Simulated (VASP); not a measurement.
# TiMoSe4 (P4/mmm) in VASP: further runs

One crystal, TiMoSe4, is run at these levels: PBE; tasks: relaxation of cell and atoms.

Program: VASP 6.6.1. These are calculated values, not measurements. Logs are shortened: lines on timing, memory, paths and dates and some standing lists are left out, and cuts for length are marked.

**1. The crystal as given**

It takes space group P4/mmm (No. 123, tetragonal). The conventional cell has a = 4.367 Å, b = 4.367 Å, c = 7.264 Å, α = 90.00°, β = 90.00°, γ = 90.00°. Around Ti (site symmetry 4/mmm) lie 8 Se at 2.61 Å. Around Mo (site symmetry 4/mmm) lie 8 Se at 3.10 Å. Se (site symmetry 2mm) has 2 Ti at 2.61 Å and 1 Se at 2.87 Å as nearest neighbours.

The cell was built by a generator and needn't be a form met in nature.

**2. Relaxation of cell and atoms, PBE**

INCAR reads:

```
PREC = Normal
ENCUT = 520
EDIFF = 1E-4
ISMEAR = 0
SIGMA = 0.15
LREAL = F
LASPH = T
NELM = 60
ALGO = Fast
ISIF = 3
LWAVE = F
LCHARG = F
GGA = PE
IBRION = 2
NSW = 24
EDIFFG = -0.08
```

KPOINTS reads:

```
regular mesh
0
Gamma
  3 3 2
```

POSCAR reads:

```
TiMoSe4
1.0
    4.3672871500      0.0000000000      0.0000000000
    0.0000000000      4.3672871500      0.0000000000
    0.0000000000      0.0000000000      7.2642624900
Ti Mo Se
1 1 4
Direct
    0.5000000000      0.5000000000      0.5000000000
    0.0000000000      0.0000000000      0.0000000000
    0.5000000000      0.0000000000      0.6975501200
    0.0000000000      0.5000000000      0.3024498800
    0.5000000000      0.0000000000      0.3024498800
    0.0000000000      0.5000000000      0.6975501200
```

Potentials or basis: VASP PAW PBE potentials, release 64 (Ti_sv, Mo_sv, Se).

Started as:

```sh
> cat potpaw_PBE.64/Ti_sv/POTCAR potpaw_PBE.64/Mo_sv/POTCAR potpaw_PBE.64/Se/POTCAR > POTCAR
> mpirun -np 1 vasp_std > vasp.out
```

OUTCAR:

```text
PREC = Normal
   ENCUT = 520
   EDIFF = 1E-4
   ISMEAR = 0
   LREAL = F
   LASPH = T
   NELM = 60
   ISIF = 3
   GGA = PE
   IBRION = 2
   NSW = 24
   EDIFFG = -0.08

 ion  position               nearest neighbor table
   1  0.500  0.500  0.500-   3 2.61   4 2.61   5 2.61   6 2.61   3 2.61   5 2.61   4 2.61   6 2.61

   2  0.000  0.000  0.000-   3 3.10   4 3.10   5 3.10   6 3.10   4 3.10   6 3.10   3 3.10   5 3.10

   3  0.500  0.000  0.698-   1 2.61   1 2.61   2 3.10   2 3.10
   4  0.000  0.500  0.302-   1 2.61   1 2.61   2 3.10   2 3.10
   5  0.500  0.000  0.302-   1 2.61   1 2.61   2 3.10   2 3.10
   6  0.000  0.500  0.698-   1 2.61   1 2.61   2 3.10   2 3.10

  LATTYP: Found a simple tetragonal cell.
 ALAT       =     4.3672871500
 C/A-ratio  =     1.6633352103

  Lattice vectors:

 A1 = (   4.3672871500,   0.0000000000,   0.0000000000)
 A2 = (   0.0000000000,   4.3672871500,   0.0000000000)
 A3 = (   0.0000000000,   0.0000000000,   7.2642624900)

Analysis of symmetry for initial positions (statically):
=====================================================================
 Subroutine PRICEL returns:
 Original cell was already a primitive cell.

 Routine SETGRP: Setting up the symmetry group for a
 simple tetragonal supercell.

 Subroutine GETGRP returns: Found 16 space group operations
 (whereof 16 operations were pure point group operations)
 out of a pool of 16 trial point group operations.

The static configuration has the point symmetry D_4h.

Analysis of symmetry for dynamics (positions and initial velocities):
=====================================================================
 Subroutine PRICEL returns:
 Original cell was already a primitive cell.

 Routine SETGRP: Setting up the symmetry group for a
 simple tetragonal supercell.

 Subroutine GETGRP returns: Found 16 space group operations
 (whereof 16 operations were pure point group operations)
 out of a pool of 16 trial point group operations.

The dynamic configuration has the point symmetry D_4h.

 Subroutine INISYM returns: Found 16 space group operations
 (whereof 16 operations are pure point group operations),
 and found     1 'primitive' translations

----------------------------------------------------------------------------------------

                                     Primitive cell

  volume of cell :     138.5527

  direct lattice vectors                    reciprocal lattice vectors
     4.367287150  0.000000000  0.000000000     0.228975097  0.000000000  0.000000000
     0.000000000  4.367287150  0.000000000     0.000000000  0.228975097  0.000000000
     0.000000000  0.000000000  7.264262490     0.000000000  0.000000000  0.137660224

  length of vectors
     4.367287150  4.367287150  7.264262490     0.228975097  0.228975097  0.137660224

  position of ions in fractional coordinates (direct lattice)
     0.500000000  0.500000000  0.500000000
     0.000000000  0.000000000  0.000000000
     0.500000000  0.000000000  0.697550120
     0.000000000  0.500000000  0.302449880
     0.500000000  0.000000000  0.302449880
     0.000000000  0.500000000  0.697550120

  ion indices of the primitive-cell ions
   primitive index   ion index
                 1           1
                 2           2
                 3           3
                 4           4
                 5           5
                 6           6

----------------------------------------------------------------------------------------

 KPOINTS: regular mesh

Automatic generation of k-mesh.
 Grid dimensions read from file:
 generate k-points for:    3    3    2

 Generating k-lattice:

  Cartesian coordinates                     Fractional coordinates (reciprocal lattice)
     0.076325032  0.000000000  0.000000000     0.333333333  0.000000000  0.000000000
     0.000000000  0.076325032  0.000000000     0.000000000  0.333333333  0.000000000
     0.000000000  0.000000000  0.068830112     0.000000000  0.000000000  0.500000000

  Length of vectors
     0.076325032  0.076325032  0.068830112

  Shift w.r.t. Gamma in fractional coordinates (k-lattice)
     0.000000000  0.000000000  0.000000000

 Subroutine IBZKPT returns following result:
 ===========================================

 Found      6 irreducible k-points:

 Following reciprocal coordinates:
            Coordinates               Weight
  0.000000  0.000000  0.000000      1.000000
  0.333333  0.000000  0.000000      4.000000
  0.333333  0.333333  0.000000      4.000000
  0.000000  0.000000  0.500000      1.000000
  0.333333  0.000000  0.500000      4.000000
  0.333333  0.333333  0.500000      4.000000
   k-points           NKPTS =      6   k-points in BZ     NKDIM =      6   number of bands    NBANDS=     30
   number of dos      NEDOS =    301   number of ions     NIONS =      6
   total plane-waves  NPLWV =  24192
   dimension x,y,z NGX =    24 NGY =   24 NGZ =   42
   dimension x,y,z NGXF=    48 NGYF=   48 NGZF=   84
   ions per type =               1   1   4
   NGX,Y,Z   is equivalent  to a cutoff of   9.14,  9.14,  9.61 a.u.
   NGXF,Y,Z  is equivalent  to a cutoff of  18.27, 18.27, 19.22 a.u.
 SYSTEM =  unknown system
   PREC   = normal    normal or accurate (medium, high low for compatibility)
   ISTART =      0    job   : 0-new  1-cont  2-samecut
   ICHARG =      2    charge: 1-file 2-atom 10-const
   ISPIN  =      1    spin polarized calculation?
   LNONCOLLINEAR =      F non collinear calculations
   LSORBIT =      F    spin-orbit coupling
   LASPH  =      T    aspherical Exc in radial PAW
   ENCUT  =  520.0 eV  38.22 Ry    6.18 a.u.   8.12  8.12 13.51*2*pi/ulx,y,z
   NELM   =     60;   NELMIN=  2; NELMDL= -5     # of ELM steps
   EDIFF  = 0.1E-03   stopping-criterion for ELM
   LREAL  =      F    real-space projection
   EDIFFG = -.8E-01   stopping-criterion for IOM
   NSW    =     24    number of steps for IOM
   IBRION =      2    ionic relax: 0-MD 1-quasi-New 2-CG
   NFREE  =      1    steps in history (QN), initial steepest desc. (CG)
   ISIF   =      3    stress and relaxation
   ISYM   =      2    0-nonsym 1-usesym 2-fastsym
   POTIM  = 0.5000    time-step for ionic-motion
   TEBEG  =    0.0;   TEEND  =   0.0 temperature during run
   PSTRESS=    0.0 pullay stress
   NELECT =      50.0000    total number of electrons
   NUPDOWN=      -1.0000    fix difference up-down
   EMIN   =  10.00;   EMAX   =-10.00  energy-range for DOS
   EFERMI =   0.00;   METHOD = LEGACY
   ISMEAR =     0;   SIGMA  =   0.15  broadening in eV -4-tet -1-fermi 0-gaus
   EFERMI_NEDOS =   21; number of points for ismear=-14 and -15
   IALGO  =     68    algorithm
   IMIX   =      4    mixing-type and parameters
     AMIX     =   0.40;   BMIX     =  1.00
     AMIX_MAG =   1.60;   BMIX_MAG =  1.00
  volume/ion in A,a.u.               =      23.09       155.83
  Fermi-wavevector in a.u.,A,eV,Ry     =   1.165538  2.202548 18.483231  1.358479
  Thomas-Fermi vector in A             =   2.302063
   LORBIT       =      0    0 simple, 1 ext, 2 COOP (PROOUT), +10 PAW based schemes
   GGA     = PE    functional components
   LHFCALC =     F    Hartree Fock is set to
   AEXX    =    0.0000 exact exchange contribution
   IVDW    =     0    specifies the selected vdW correction
   LEPSILON=     F    determine dielectric tensor
   LRPA    =     F    only Hartree local field effects (RPA)
 conjugate gradient relaxation of ions
 non-spin polarized calculation
 RMM-DIIS sequential band-by-band and
 Gauss-broadening in eV      SIGMA  =   0.15
  energy-cutoff  :      520.00
  volume of cell :      138.55
 maximum number of plane-waves:      3764
   NGX = 17   NGY = 17   NGZ = 27

--------------------------------------- Ionic step        1  -------------------------------------------

 number of electron      50.0000039 magnetization

 Free energy of the ion-electron system (eV)
  ---------------------------------------------------
  ext. energy  EPLUGINS =         0.00000000
  ---------------------------------------------------
  free energy    TOTEN  =       -31.50720046 eV

  energy without entropy =      -31.39099155  energy(sigma->0) =      -31.44909600

 E-fermi :   5.0421     XC(G=0):  -9.9127

 val. band max:        5.0416503598   @ k =   0.3333   0.3333   0.5000
 cond. band min:       5.0532024348   @ k =   0.0000   0.0000   0.0000
 fundamental gap:      0.0115520750
 Fermi energy:         5.0421389409

 k-point     1 :       0.0000    0.0000    0.0000
  band No.  band energies     occupation
      1     -56.2013      2.00000
      2     -52.4198      2.00000
      3     -30.2971      2.00000
      4     -30.2041      2.00000
      5     -30.2041      2.00000
      6     -28.7855      2.00000
[... 300 lines left out ...]
  FREE ENERGIE OF THE ION-ELECTRON SYSTEM (eV)
  ---------------------------------------------------
  free  energy   TOTEN  =       -33.4685228640 eV

  energy  without entropy=      -33.4057719221  energy(sigma->0) =      -33.43714739

[... ionic steps 4 to 8 ...]

--------------------------------------- Ionic step        9  -------------------------------------------

 number of electron      49.9999971 magnetization

------------------------ aborting loop because EDIFF is reached ----------------------------------------

  FORCE on cell =-STRESS in cart. coord.  units (eV):
  Direction    XX          YY          ZZ          XY          YZ          ZX
  --------------------------------------------------------------------------------------
  -------------------------------------------------------------------------------------
  Total        0.3464292      0.3464292     -1.9549449      0.0000000      0.0000000      0.0000000
  in kB        4.5327838      4.5327838    -25.5790865      0.0000000      0.0000000      0.0000000
  external PRESSURE =      -5.5045063 kB  Pullay stress =       0.0000000 kB
[... 65 lines left out ...]
  energy  without entropy=      -34.8746392786  energy(sigma->0) =      -34.92005933

--------------------------------------- Ionic step       11  -------------------------------------------

 number of electron      49.9999938 magnetization

 Free energy of the ion-electron system (eV)
  ---------------------------------------------------
  ext. energy  EPLUGINS =         0.00000000
  ---------------------------------------------------
  free energy    TOTEN  =       -34.98792339 eV

  energy without entropy =      -34.90146159  energy(sigma->0) =      -34.94469249

 E-fermi :   6.7228     XC(G=0): -10.5781

 val. band max:        6.6676994025   @ k =   0.0000   0.0000   0.5000
 cond. band min:       6.7772856590   @ k =   0.3333   0.0000   0.5000
 fundamental gap:      0.1095862566
 Fermi energy:         6.7228489001

 k-point     1 :       0.0000    0.0000    0.0000
  band No.  band energies     occupation
      1     -54.2925      2.00000
      2     -51.1095      2.00000
      3     -28.4554      2.00000
      4     -28.4554      2.00000
      5     -28.3020      2.00000
      6     -27.3865      2.00000
[... 220 lines left out ...]
  FREE ENERGIE OF THE ION-ELECTRON SYSTEM (eV)
  ---------------------------------------------------
  free  energy   TOTEN  =       -34.9879233944 eV

  energy  without entropy=      -34.9014615884  energy(sigma->0) =      -34.94469249

 reached required accuracy - stopping structural energy minimisation
```

It took 1.7 min on 1 thread of Intel Xeon 6975P-C (Granite Rapids), shared host; peak memory 0.18 GiB.

What came out:

```
Free energy                            : -34.9879 eV
Relaxed volume                         : 20.13 Å³/atom
Relaxed cell                           : a = 4.610 Å, b = 4.610 Å, c = 5.684 Å, α = 90.00°, β = 90.00°, γ = 90.00°
Space group after relaxing (to 0.05 Å) : P4/mmm (No. 123)
Energy gained by relaxing              : 580.1 meV/atom
Ionic steps                            : 11
Pressure after relaxing                : 0.2 GPa
Band gap on the k mesh                 : none (metal or under the smearing width)
```

Stress tensor (GPa, compression positive):
```
0.01 0.00 0.00
0.00 0.01 0.00
0.00 0.00 0.55
```

Step by step:
```csv
step,energy change (eV),largest force (eV/Å),pressure (GPa),volume (Å³)
1,0.0000,2.5602,-3.26,138.55
2,-1.6207,2.3913,-1.20,129.19
3,-1.9613,1.7615,26.09,102.64
4,-2.5988,1.9033,6.71,117.44
5,-2.7788,0.7600,13.98,109.93
6,-3.2878,0.6565,5.52,116.15
7,-3.2904,0.8303,4.86,116.86
8,-3.4248,0.3206,1.00,120.46
9,-3.4417,0.0904,-0.55,122.45
10,-3.4583,0.0654,-0.62,122.04
11,-3.4807,0.0016,0.19,120.79
```

Final structure:
```
Ti Mo Se
1.0
     4.60969    0.00000    0.00000
     0.00000    4.60969    0.00000
     0.00000    0.00000    5.68438
Ti Mo Se
1 1 4
Direct
  0.50000 0.50000 0.50000
  0.00000 0.00000 0.00000
  0.50000 0.00000 0.75438
  0.00000 0.50000 0.24562
  0.50000 0.00000 0.24562
  0.00000 0.50000 0.75438
```

Levels at points of the mesh, in eV from the Fermi level:
```
           k point  band 21  band 22  band 23  band 24  band 25  band 26  band 27  band 28  band 29  band 30
(0.00, 0.00, 0.00)    -1.45    -1.45    -1.03    -0.55    -0.07     0.20     1.23     1.42     2.32     2.60
(0.00, 0.00, 0.50)    -1.61    -1.61    -1.41    -1.41    -0.85    -0.06     0.26     0.59     2.40     2.40
```

Caveat: the k mesh is coarse (spacing up to 0.48 Å⁻¹), so the values aren't converged; the relaxation stopped at a loose force limit of 0.08 eV/Å, so its end isn't a converged minimum.

**3. Relaxation of cell and atoms, PBE**

This run uses another cell than the first one, of 24.20 Å³/atom, 1.048 times its volume.

INCAR is that of step 2.

KPOINTS reads:

```
regular mesh
0
Gamma
  3 3 3
```

POSCAR reads:

```
TiMoSe4
1.0
    6.0557191100      0.0000000000      0.0000000000
   -3.0278595600      5.2444065900      0.0000000000
    0.0000000000      0.0000000000      4.5729045400
Ti Mo Se
1 1 4
Direct
    0.0000000000      0.0000000000      0.0000000000
    0.3333333300      0.6666666700      0.0000000000
    0.6666666700      0.3333333300      0.0000000000
    0.5045495000      0.0090990000      0.5000000000
    0.9909010000      0.4954505000      0.5000000000
    0.5045495000      0.4954505000      0.5000000000
```

Potentials or basis: VASP PAW PBE potentials, release 64 (Ti_sv, Mo_sv, Se).

Started as:

```sh
> cat potpaw_PBE.64/Ti_sv/POTCAR potpaw_PBE.64/Mo_sv/POTCAR potpaw_PBE.64/Se/POTCAR > POTCAR
> mpirun -np 1 vasp_std > vasp.out
```

Run time: 95 s. Hardware: 1 thread of Intel Xeon 6975P-C (Granite Rapids), shared host; peak memory 0.21 GiB.

Results (log left out):

| Quantity | Value |
| --- | --- |
| Free energy | -28.8623 eV |
| Relaxed volume | 20.54 Å³/atom |
| Relaxed cell | a = 5.659 Å, b = 5.659 Å, c = 4.445 Å, α = 90.00°, β = 90.00°, γ = 120.00° |
| Space group after relaxing (to 0.05 Å) | P-6m2 (No. 187) |
| Energy gained by relaxing | 238.5 meV/atom |
| Ionic steps | 7 |
| Pressure after relaxing | 0.0 GPa |
| Largest force after relaxing | 0.079 eV/Å |
| Band gap on the k mesh | none (metal or under the smearing width) |

Forces in eV/Å, atoms in the order of the input:
```
Ti   0.000  0.000  0.000
Mo   0.000  0.000  0.000
Se   0.000  0.000  0.000
Se   0.000 -0.079  0.000
Se   0.069  0.040  0.000
Se  -0.069  0.040  0.000
```

Stress tensor (GPa, compression positive):
```
 0.15  0.00  0.00
 0.00  0.15  0.00
 0.00  0.00 -0.40
```

The path:
```
step  energy change (eV)  largest force (eV/Å)  pressure (GPa)  volume (Å³)
   1              0.0000                2.0926           -9.45       145.23
   2             -1.2557                0.9869            4.61       117.22
   3             -1.2735                1.2242            2.60       119.57
   4             -1.4101                0.4221            1.60       121.47
   5             -1.4200                0.0569            1.63       121.09
   6             -1.4276                0.1552           -0.88       124.49
   7             -1.4312                0.0792           -0.03       123.26
```

Final structure:
```yaml
crystal:
  lattice:
    - [5.65874, 0.00000, 0.00000]
    - [-2.82937, 4.90061, 0.00000]
    - [0.00000, 0.00000, 4.44486]
  atoms:
    - { symbol: Ti, position: [0.00000, 0.00000, 0.00000] }
    - { symbol: Mo, position: [0.33333, 0.66667, 0.00000] }
    - { symbol: Se, position: [0.66667, 0.33333, 0.00000] }
    - { symbol: Se, position: [0.49018, 0.98036, 0.50000] }
    - { symbol: Se, position: [0.01964, 0.50982, 0.50000] }
    - { symbol: Se, position: [0.49018, 0.50982, 0.50000] }
```

Levels at points of the mesh, in eV from the Fermi level:
| k point | band 22 | band 23 | band 24 | band 25 | band 26 | band 27 | band 28 | band 29 |
| --- | --- | --- | --- | --- | --- | --- | --- | --- |
| (0.00, 0.00, 0.00) | -0.55 | -0.52 | -0.21 | -0.21 | 0.01 | 0.01 | 1.10 | 1.10 |

Caveat: the k mesh is coarse (spacing up to 0.46 Å⁻¹), so the values aren't converged; the volume moved by over 15 % at a fixed basis, so the end points are rough; the relaxation stopped at a loose force limit of 0.08 eV/Å, so its end isn't a converged minimum.
